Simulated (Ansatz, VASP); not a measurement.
# One calculation of ZnRe, two programs

INCAR

```
SYSTEM = ZnRe
PREC     = Accurate       ! precision mode
ENCUT    = 520            ! plane-wave cutoff, eV
EDIFF    = 1E-6           ! SCF threshold, eV
ISMEAR   = -1             ! smearing method
SIGMA    = 0.02           ! smearing width, eV
LREAL    = .False.        ! projectors in reciprocal space
LASPH    = .True.         ! aspherical terms in the spheres
NELM     = 60             ! most SCF steps
ALGO     = Normal         ! electronic algorithm
ISIF     = 2              ! what is computed and relaxed
LWAVE    = .False.        ! write WAVECAR
LCHARG   = .False.        ! write CHGCAR
GGA      = RE             ! functional
NBANDS   = 16             ! bands
```

Contents of KPOINTS:

```
Automatic mesh
0
Gamma
  8 8 5
  0 0 0
```

POSCAR

```
ZnRe
1.0
    2.7636307572      0.0115091182     -0.0027445591
   -1.3718488228      2.3682840339     -0.0020534110
   -0.0044874543     -0.0064807654      4.5210500638
Zn Re
1 1
Direct
    0.0077500000      0.0130000000      0.0514000000
    0.3758500000      0.7058400000      0.5251400000
```

Input for Ansatz:

```yaml
crystal:
  lattice:
    - [2.7636307572181855, 0.011509118171696297, -0.002744559076627315]
    - [-1.3718488228381285, 2.3682840338772966, -0.00205341098798759]
    - [-0.004487454256675317, -0.00648076541086815, 4.521050063766588]
  atoms:
    - { symbol: Zn, position: [0.00775, 0.013, 0.0514] }
    - { symbol: Re, position: [0.37585, 0.70584, 0.52514] }
basis:
  ecutwfc: 540.0
  xc_grid: 2
kpoints:
  mp_grid:
    grid: [8, 8, 5]
hamiltonian:
  xc: revpbe
scf:
  convergence:
    dr2_threshold: 1.0e-09
  mixing:
    algorithm: anderson
  occupations:
    method: fermi_dirac
    width: 0.02
output:
  forces: true
  stress: true
```

The cell comes from a database or a generator and needn't be the stable form of this composition.

Alike in both runs: task single point; functional revPBE; k mesh 8 × 8 × 5; occupations fermi-dirac, width 0.02 eV; no spin polarisation.

```csv
,VASP,Ansatz
version,VASP 6.6.1,Ansatz 0.2.0
potentials or method,"VASP PAW PBE potentials, release 64 (Zn, Re)","plane waves, PAW"
plane-wave cutoff (eV),520,540
valence electrons in the cell,19,27
```

```tsv
	VASP	Ansatz	Ansatz less VASP
pressure (GPa)	0.9	0.9	+0.01
largest component of the traceless stress (GPa)	1.29	1.49	+0.197
rms of the force components (eV/Å)	0.649	0.645	-0.0048
```

Atom by atom the forces differ by 0.005 eV/Å (rms over components). The two sets of potentials don't hold the same shells in valence. Ansatz warned: «stress_scf_threshold_loose».

Caveats: the PAW data sets were made with another functional, which shifts forces and pressure a little (VASP). The runs have no spin-orbit coupling, so splittings on Re are missing.
